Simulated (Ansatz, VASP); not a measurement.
# PbF2 (Fluorocronite) in two plane-wave programs, part 2 of 2

One calculation is typed for both programs; each brings its own data sets. How far apart do they land? The cell is taken from a series of runs on this material, whose earlier steps may have relaxed, scaled, displaced or heated it; both programs get it as it stands.

VASP 6.6.1 and Ansatz 0.2.0.

So far: Starting point; Ansatz: dielectric response, LDA.

### 3. VASP: dielectric response, LDA

Level of this step: LDA; plane waves and PAW (Pb_d, F) (VASP).

The same cell, functional (in two slightly different forms) and mesh now go to VASP, with its own data sets.

Lines of VASP's logs that name or quote its potential files are left out, and so is its time.

The input, INCAR:

```
SYSTEM = PbF2
PREC = Accurate
ENCUT = 520
EDIFF = 1E-08
NELM = 120
ISMEAR = 0
SIGMA = 0.01
LREAL = .FALSE.
ALGO = Normal
GGA = CA
NBANDS = 20
LORBIT = 11
LWAVE = .FALSE.
LCHARG = .FALSE.
ISIF = 2
LEPSILON = .TRUE.
LASPH = .TRUE.
GGA_COMPAT = .FALSE.
```

The input, POSCAR:

```
PbF2
1.0
    0.0000000000      2.9636600000      2.9636600000
    2.9636600000      0.0000000000      2.9636600000
    2.9636600000      2.9636600000      0.0000000000
Pb F
1 2
Direct
    0.0000000000      0.0000000000      0.0000000000
    0.2500000000      0.2500000000      0.2500000000
    0.7500000000      0.7500000000      0.7500000000
```

The input, KPOINTS:

```
Automatic mesh
0
Gamma
6 6 6
0 0 0
```

PAW data sets: Pb_d and F (LDA family, release 64).

On the command line:

```bash
mpirun -np 1 vasp_std
```

Numbers of over 12 decimals in the logs are rounded to 6 here.

The log of the run:

```text
[banner, memory and clock lines left out]
running    1 mpi-ranks, on    1 nodes
 distrk:  each k-point on    1 cores,    1 groups
 distr:  one band on    1 cores,    1 groups

 POSCAR found type information on POSCAR PbF
 POSCAR found :  2 types and       3 ions
 LDA part: xc-table for (Slater(with rela. corr.)+CA(PZ))
 , standard interpolation
 POSCAR, INCAR and KPOINTS ok, starting setup
 FFT: planning ... GRIDC
 FFT: planning ... GRID_SOFT
 FFT: planning ... GRID
 WAVECAR not read
 entering main loop
       N       E                     dE             d eps       ncg     rms          rms(c)
DAV:   1     0.303425665290E+03    0.30343E+03   -0.15111E+04   644   0.159E+03
DAV:   2     0.997664398857E+01   -0.29345E+03   -0.27921E+03   696   0.433E+02
DAV:   3    -0.169385030704E+02   -0.26915E+02   -0.26635E+02   756   0.144E+02
DAV:   4    -0.177058649814E+02   -0.76736E+00   -0.76678E+00   724   0.256E+01
DAV:   5    -0.177329707358E+02   -0.27106E-01   -0.27104E-01   784   0.499E+00    0.751E+00
DAV:   6    -0.159907424166E+02    0.17422E+01   -0.86135E+00   884   0.236E+01    0.270E+00
DAV:   7    -0.159491970595E+02    0.41545E-01   -0.43006E-01   660   0.423E+00    0.146E+00
DAV:   8    -0.159180545820E+02    0.31142E-01   -0.10289E-01   732   0.337E+00    0.480E-01
DAV:   9    -0.159153673103E+02    0.26873E-02   -0.16617E-02   804   0.959E-01    0.896E-02
DAV:  10    -0.159156631621E+02   -0.29585E-03   -0.75488E-04   668   0.318E-01    0.321E-02
DAV:  11    -0.159156305714E+02    0.32591E-04   -0.78701E-05   756   0.927E-02    0.109E-02
DAV:  12    -0.159156323938E+02   -0.18224E-05   -0.34721E-05   776   0.648E-02    0.684E-03
DAV:  13    -0.159156313545E+02    0.10393E-05   -0.69923E-06   844   0.295E-02    0.109E-03
DAV:  14    -0.159156313755E+02   -0.21039E-07   -0.33370E-07   740   0.481E-03    0.207E-04
DAV:  15    -0.159156313756E+02   -0.70941E-10   -0.39248E-09   464   0.728E-04
   1 F= -.15915631E+02 E0= -.15915631E+02  d E =-.113323E-15
 Linear response reoptimize wavefunctions to high precision
DAV:   1    -0.159156313757E+02   -0.43656E-10   -0.17183E-09   504   0.620E-04
DAV:   2    -0.159156313757E+02   -0.33651E-10   -0.43915E-10   376   0.230E-04
 Linear response G [H, r] |phi>, progress :
  Direction:   1
       N       E                     dE             d eps       ncg     rms
RMM:   1    -0.107637114262E+03   -0.10764E+03    0.38457E+01  1086   0.125E+02
RMM:   2    -0.105363923044E+03    0.22732E+01   -0.13964E+01  1049   0.297E+01
RMM:   3    -0.105408853919E+03   -0.44931E-01   -0.73648E-01  1071   0.793E+00
RMM:   4    -0.105416793585E+03   -0.79397E-02   -0.12708E-01  1065   0.343E+00
RMM:   5    -0.105418880686E+03   -0.20871E-02   -0.24304E-02  1061   0.142E+00
RMM:   6    -0.105419449332E+03   -0.56865E-03   -0.98211E-03  1083   0.816E-01
RMM:   7    -0.105419529533E+03   -0.80201E-04   -0.31469E-03  1082   0.441E-01
RMM:   8    -0.105419609392E+03   -0.79859E-04   -0.13956E-03  1113   0.253E-01
RMM:   9    -0.105419622854E+03   -0.13462E-04   -0.47934E-04  1111   0.149E-01
RMM:  10    -0.105419623486E+03   -0.63242E-06   -0.94156E-05  1125   0.626E-02
RMM:  11    -0.105419624616E+03   -0.11297E-05   -0.30638E-05  1061   0.313E-02
RMM:  12    -0.105419625892E+03   -0.12760E-05   -0.18096E-05  1003   0.171E-02
RMM:  13    -0.105419627199E+03   -0.13070E-05   -0.30315E-05   904   0.825E-03
RMM:  14    -0.105419626677E+03    0.52215E-06    0.19157E-06   879   0.586E-03
RMM:  15    -0.105419627519E+03   -0.84236E-06    0.18695E-05   850   0.424E-03
RMM:  16    -0.105419627196E+03    0.32294E-06   -0.35352E-05   822   0.338E-03
RMM:  17    -0.105419626902E+03    0.29429E-06   -0.34552E-05   832   0.319E-03
RMM:  18    -0.105419626605E+03    0.29678E-06   -0.22940E-05   840   0.307E-03
RMM:  19    -0.105419626800E+03   -0.19501E-06   -0.33636E-05   797   0.294E-03
RMM:  20    -0.105419627041E+03   -0.24129E-06    0.13310E-04   784   0.285E-03
RMM:  21    -0.105419626932E+03    0.10946E-06    0.66041E-05   778   0.282E-03
 Linear response G [H, r] |phi>, progress :
  Direction:   2
       N       E                     dE             d eps       ncg     rms
RMM:   1    -0.107876574501E+03   -0.10788E+03    0.27059E+01  1094   0.125E+02
RMM:   2    -0.104115829230E+03    0.37607E+01   -0.13850E+01  1051   0.293E+01
RMM:   3    -0.104167067870E+03   -0.51239E-01   -0.70543E-01  1083   0.783E+00
RMM:   4    -0.104179096769E+03   -0.12029E-01   -0.10935E-01  1058   0.322E+00
RMM:   5    -0.104181366650E+03   -0.22699E-02   -0.19243E-02  1065   0.127E+00
RMM:   6    -0.104181882335E+03   -0.51568E-03   -0.68645E-03  1075   0.709E-01
RMM:   7    -0.104181944911E+03   -0.62576E-04   -0.20419E-03  1083   0.374E-01
RMM:   8    -0.104182024110E+03   -0.79199E-04   -0.99591E-04  1138   0.219E-01
RMM:   9    -0.104182031852E+03   -0.77422E-05   -0.12883E-04  1135   0.102E-01
RMM:  10    -0.104182032090E+03   -0.23803E-06    0.36346E-05  1141   0.554E-02
[...]
RMM:   2    -0.105015656069E+03   -0.26597E+01   -0.98784E+00  1025   0.263E+01
RMM:   3    -0.105134659852E+03   -0.11900E+00   -0.62418E-01  1055   0.710E+00
RMM:   4    -0.105141951008E+03   -0.72912E-02   -0.10785E-01  1037   0.292E+00
RMM:   5    -0.105144192387E+03   -0.22414E-02   -0.19201E-02  1031   0.124E+00
RMM:   6    -0.105144697444E+03   -0.50506E-03   -0.84189E-03  1066   0.683E-01
[...]
RMM:   7    -0.373522851755E+00    0.80439E-07   -0.13861E-05  1081   0.211E-02
RMM:   8    -0.373523036539E+00   -0.18478E-06   -0.35270E-06  1055   0.110E-02
RMM:   9    -0.373523048230E+00   -0.11691E-07   -0.66227E-07   935   0.512E-03
RMM:  10    -0.373523050984E+00   -0.27540E-08   -0.14475E-07   781   0.237E-03
RMM:  11    -0.373523051048E+00   -0.64241E-10   -0.25176E-08   658   0.103E-03
 change of polarisation eV/A/(eV/A) component  2 :    -0.042     0.747     0.077
 dielectric tensor                  component  2 :    -0.148     3.597     0.266
 Linear response to external field (no local field effect), progress :
  Direction:   3
       N       E                     dE             d eps       ncg     rms          rms(c)
RMM:   1    -0.407918845346E+00   -0.40792E+00   -0.17472E+00  1166   0.412E+00
RMM:   2    -0.428204792576E+00   -0.20286E-01   -0.20270E-02  1106   0.970E-01
RMM:   3    -0.428537330816E+00   -0.33254E-03   -0.14715E-03  1103   0.265E-01
RMM:   4    -0.428569507459E+00   -0.32177E-04   -0.27031E-04  1059   0.108E-01
RMM:   5    -0.428576105487E+00   -0.65980E-05   -0.39362E-05  1053   0.461E-02
RMM:   6    -0.428577145764E+00   -0.10403E-05   -0.13397E-05  1091   0.244E-02
RMM:   7    -0.428577373054E+00   -0.22729E-06   -0.48878E-06  1032   0.138E-02
RMM:   8    -0.428577432704E+00   -0.59651E-07   -0.10520E-06   999   0.659E-03
RMM:   9    -0.428577435500E+00   -0.27959E-08   -0.27633E-07   867   0.327E-03
RMM:  10    -0.428577436367E+00   -0.86637E-09   -0.56752E-08   773   0.166E-03
 change of polarisation eV/A/(eV/A) component  3 :    -0.061     0.077     0.857
 dielectric tensor                  component  3 :    -0.211     0.266     3.979
 Linear response to external field, progress :
  Direction:   1
       N       E                     dE             d eps       ncg     rms          rms(c)
RMM:   1    -0.383049084355E+00   -0.38305E+00   -0.15718E+00  2161   0.413E+00
RMM:   2    -0.402511781747E+00   -0.19463E-01   -0.18564E-02  2072   0.971E-01    0.120E+00
RMM:   3    -0.360408901907E+00    0.42103E-01   -0.31518E-02  1830   0.126E+00    0.574E-01
RMM:   4    -0.363132402747E+00   -0.27235E-02   -0.26820E-02  2074   0.105E+00    0.131E-01
RMM:   5    -0.366773709794E+00   -0.36413E-02   -0.12356E-03  2042   0.318E-01    0.237E-02
RMM:   6    -0.367835643405E+00   -0.10619E-02   -0.16259E-04  1914   0.124E-01    0.128E-02
RMM:   7    -0.367820893506E+00    0.14750E-04   -0.20736E-05  1910   0.510E-02    0.166E-03
RMM:   8    -0.367897999294E+00   -0.77106E-04   -0.27166E-05  1992   0.227E-02    0.733E-04
RMM:   9    -0.367873637309E+00    0.24362E-04    0.26613E-06  2040   0.101E-02    0.294E-04
RMM:  10    -0.367882332615E+00   -0.86953E-05   -0.34074E-06  2052   0.507E-03    0.950E-05
RMM:  11    -0.367880439436E+00    0.18932E-05    0.70234E-07  1992   0.211E-03    0.497E-05
RMM:  12    -0.367880028332E+00    0.41110E-06   -0.40579E-07  1800   0.836E-04    0.208E-05
RMM:  13    -0.367880051705E+00   -0.23373E-07    0.10291E-08  1335   0.324E-04    0.138E-05
RMM:  14    -0.367879860464E+00    0.19124E-06   -0.21930E-07   999   0.164E-04    0.224E-06
 change of polarisation eV/A/(eV/A) component  1 :     0.691    -0.031    -0.021
 dielectric tensor                  component  1 :     3.401    -0.107    -0.073
 Linear response to external field, progress :
  Direction:   2
       N       E                     dE             d eps       ncg     rms          rms(c)
RMM:   1    -0.383026605945E+00   -0.38303E+00   -0.15716E+00  2170   0.414E+00
RMM:   2    -0.402511492843E+00   -0.19485E-01   -0.18615E-02  2070   0.974E-01    0.120E+00
RMM:   3    -0.360403900846E+00    0.42108E-01   -0.31488E-02  1830   0.126E+00    0.574E-01
RMM:   4    -0.363133500925E+00   -0.27296E-02   -0.26857E-02  2078   0.105E+00    0.131E-01
RMM:   5    -0.366770355024E+00   -0.36369E-02   -0.12414E-03  2048   0.317E-01    0.238E-02
RMM:   6    -0.367835196135E+00   -0.10648E-02   -0.15674E-04  1911   0.125E-01    0.127E-02
RMM:   7    -0.367821993330E+00    0.13203E-04   -0.34101E-05  1917   0.515E-02    0.165E-03
RMM:   8    -0.367898345968E+00   -0.76353E-04   -0.25680E-05  1994   0.236E-02    0.737E-04
RMM:   9    -0.367874289104E+00    0.24057E-04    0.39617E-06  2039   0.103E-02    0.295E-04
RMM:  10    -0.367882514387E+00   -0.82253E-05   -0.47379E-06  2036   0.540E-03    0.101E-04
RMM:  11    -0.367880787335E+00    0.17271E-05    0.10241E-06  1991   0.230E-03    0.568E-05
RMM:  12    -0.367880193496E+00    0.59384E-06   -0.22137E-06  1841   0.959E-04    0.183E-05
RMM:  13    -0.367880033394E+00    0.16010E-06    0.80257E-07  1391   0.376E-04    0.140E-05
RMM:  14    -0.367879957694E+00    0.75700E-07   -0.47494E-07   990   0.165E-04    0.383E-06
 change of polarisation eV/A/(eV/A) component  2 :    -0.009     0.691     0.025
 dielectric tensor                  component  2 :    -0.033     3.401     0.086
 Linear response to external field, progress :
  Direction:   3
       N       E                     dE             d eps       ncg     rms          rms(c)
RMM:   1    -0.383025050340E+00   -0.38303E+00   -0.15716E+00  2175   0.414E+00
RMM:   2    -0.402512573777E+00   -0.19488E-01   -0.18563E-02  2072   0.973E-01    0.120E+00
RMM:   3    -0.360402708998E+00    0.42110E-01   -0.31483E-02  1828   0.126E+00    0.574E-01
RMM:   4    -0.363133239394E+00   -0.27305E-02   -0.26866E-02  2074   0.105E+00    0.131E-01
RMM:   5    -0.366768474977E+00   -0.36352E-02   -0.12326E-03  2045   0.317E-01    0.238E-02
RMM:   6    -0.367834817971E+00   -0.10663E-02   -0.15807E-04  1911   0.125E-01    0.127E-02
RMM:   7    -0.367821796319E+00    0.13022E-04   -0.32968E-05  1916   0.515E-02    0.164E-03
RMM:   8    -0.367898077953E+00   -0.76282E-04   -0.25760E-05  1991   0.236E-02    0.734E-04
RMM:   9    -0.367874113331E+00    0.23965E-04    0.43278E-06  2040   0.104E-02    0.294E-04
RMM:  10    -0.367882278366E+00   -0.81650E-05   -0.46566E-06  2038   0.540E-03    0.101E-04
RMM:  11    -0.367880533625E+00    0.17447E-05    0.12209E-06  2003   0.231E-03    0.567E-05
RMM:  12    -0.367879964663E+00    0.56896E-06   -0.21068E-06  1846   0.957E-04    0.183E-05
RMM:  13    -0.367879799238E+00    0.16543E-06    0.93325E-07  1392   0.370E-04    0.140E-05
RMM:  14    -0.367879717692E+00    0.81546E-07   -0.19278E-07   964   0.164E-04    0.430E-06
 change of polarisation eV/A/(eV/A) component  3 :     0.010     0.011     0.691
 dielectric tensor                  component  3 :     0.033     0.038     3.401
 Born effective charges drift removed
```

From OUTCAR (step 3):

```text
ion  position               nearest neighbor table
   1  0.000  0.000  0.000-   3 2.57   3 2.57   3 2.57   2 2.57   2 2.57   2 2.57   3 2.57   2 2.57

  LATTYP: Found a face centered cubic cell.
 ALAT       =     5.9273200000

 Subroutine GETGRP returns: Found 48 space group operations
 (whereof 48 operations were pure point group operations)

The static configuration has the point symmetry O_h .

 Found     16 irreducible k-points:

   k-points           NKPTS =     16   k-points in BZ     NKDIM =     16   number of bands    NBANDS=     20

   dimension x,y,z NGX =    32 NGY =   32 NGZ =   32
   dimension x,y,z NGXF=    64 NGYF=   64 NGZF=   64

   ENCUT  =  520.0 eV  38.22 Ry    6.18 a.u.   7.79  7.79  7.79*2*pi/ulx,y,z

   NELECT =      28.0000    total number of electrons

 k-points in reciprocal lattice and weights: Automatic mesh
   0.00000000  0.00000000  0.00000000       0.005
   0.16666667  0.00000000  0.00000000       0.037
   0.33333333  0.00000000  0.00000000       0.037
   0.50000000  0.00000000  0.00000000       0.019
   0.16666667  0.16666667  0.00000000       0.028
   0.33333333  0.16666667  0.00000000       0.111
   0.50000000  0.16666667  0.00000000       0.111
  -0.33333333  0.16666667  0.00000000       0.111
  -0.16666667  0.16666667  0.00000000       0.056
[...]
-0.33333333  0.33333333  0.16666667       0.111
  -0.33333333  0.50000000  0.16666667       0.056

 average (electrostatic) potential at core
       1 -93.2781       2 -75.2652       3 -75.2652

  Total       -1.4694476     -1.4694476     -1.4694476     -0.0000000      0.0000000      0.0000000
  in kB      -45.2219767    -45.2219767    -45.2219767     -0.0000000      0.0000000      0.0000000
  external PRESSURE =     -45.2219767 kB  Pullay stress =       0.0000000 kB

  energy-cutoff  :      520.00
  volume of cell :       52.06
      direct lattice vectors                 reciprocal lattice vectors
     0.000000000  2.963660000  2.963660000    -0.168710311  0.168710311  0.168710311
     2.963660000  0.000000000  2.963660000     0.168710311 -0.168710311  0.168710311
     2.963660000  2.963660000  0.000000000     0.168710311  0.168710311 -0.168710311

 POSITION                                       TOTAL-FORCE (eV/Angst)
 -----------------------------------------------------------------------------------
      0.00000      0.00000      0.00000        -0.000000     -0.000000     -0.000000
      1.48183      1.48183      1.48183         0.000000      0.000000      0.000000
      4.44549      4.44549      4.44549        -0.000000     -0.000000     -0.000000
 -----------------------------------------------------------------------------------
    total drift:                                0.000000     -0.000000      0.000000

 MACROSCOPIC STATIC DIELECTRIC TENSOR (including local field effects in DFT)
 ------------------------------------------------------
           3.401216    -0.000000    -0.000000
          -0.000000     3.401216     0.000000
          -0.000000     0.000000     3.401216
 ------------------------------------------------------

 PIEZOELECTRIC TENSOR (including local field effects)  for field in x, y, z        (C/m^2)
          XX          YY          ZZ          XY          YZ          ZX
  --------------------------------------------------------------------------------
  x     0.00000     0.00000     0.00000     0.00000     0.00000     0.00000
  y     0.00000     0.00000     0.00000     0.00000     0.00000     0.00000
  z     0.00000     0.00000     0.00000     0.00000     0.00000     0.00000

 BORN EFFECTIVE CHARGES (including local field effects) (in |e|, cummulative output)
 ---------------------------------------------------------------------------------
 ion    1
    1     3.19505     0.00000     0.00000
    2     0.00000     3.19505     0.00000
    3     0.00000     0.00000     3.19505
 ion    2
    1    -1.59753     0.00000     0.00000
    2     0.00000    -1.59753     0.00000
    3     0.00000     0.00000    -1.59753
 ion    3
    1    -1.59753     0.00000     0.00000
    2     0.00000    -1.59753     0.00000
    3     0.00000     0.00000    -1.59753
```

### 4. Comparison

Known differences besides the potentials themselves: the two LDA forms differ slightly; fixed occupations in Ansatz, narrow Gaussian smearing in VASP; the cutoff is 420 eV in Ansatz and 520 eV in VASP; VASP's log shows a relativistic correction to its local exchange, Ansatz's none. Total energies have different zeros and are not compared.

Both answers:

| quantity | Ansatz | VASP | difference |
| --- | --- | --- | --- |
| ε∞ xx | 3.40 | 3.40 | -0.16 % |
| ε∞ yy | 3.40 | 3.40 | -0.16 % |
| ε∞ zz | 3.40 | 3.40 | -0.16 % |

### 5. Outcome

```
difference in ε∞ xx (dielectric response, LDA) : -0.16 %
```

In words: The difference in ε∞ xx is -0.16 % (dielectric response, LDA), within the 5 % picked in this series as the mark of a large difference. How closely two codes agree says nothing of how well the functional describes the real material.

[Lines on the potential files, build, host, timing and source positions are cut from VASP's logs without a mark.]

[Logs are printed without paths, hosts, clocks, repeated set-up lines and the standing remarks that a program may print on its own settings, such as how far it seeks lower states.]

[Hosts, paths, dates, database ids (printed as entryN), source tags and the programs' standing remarks are cut or masked in the printed files.]
